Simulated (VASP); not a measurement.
Energy against volume of AlN (wurtzite). These are AM05 GGA, VASP's PBE PAW potentials (set 64) (plane waves; VASP) values and carry that method's errors. Numerical set-up: 520 eV cut-off, 8×8×5 Γ-centred mesh, Gaussian smearing of 0.050 eV, potentials Al N.

Shape and ions are relaxed at each volume.

| V (Å³/atom) | E (eV/atom) |
|---|---|
| 10.144 | -7.63464 |
| 10.458 | -7.64101 |
| 10.772 | -7.63556 |
| 11.086 | -7.61991 |

Question: Fit these four points and predict the energy of the run at 9.831 Å³/atom.

Answer: A cubic in V^(−2/3), the third-order Birch-Murnaghan form, passes through the four points with V0 = 10.46 Å³/atom and B0 = 200 GPa, and gives -7.6146 eV/atom there. The run gave -7.6146 eV/atom, +0.0 meV/atom from the fit; all five points give B0 = 200 GPa.

The compound is AlN in the wurtzite structure. It was relaxed first.
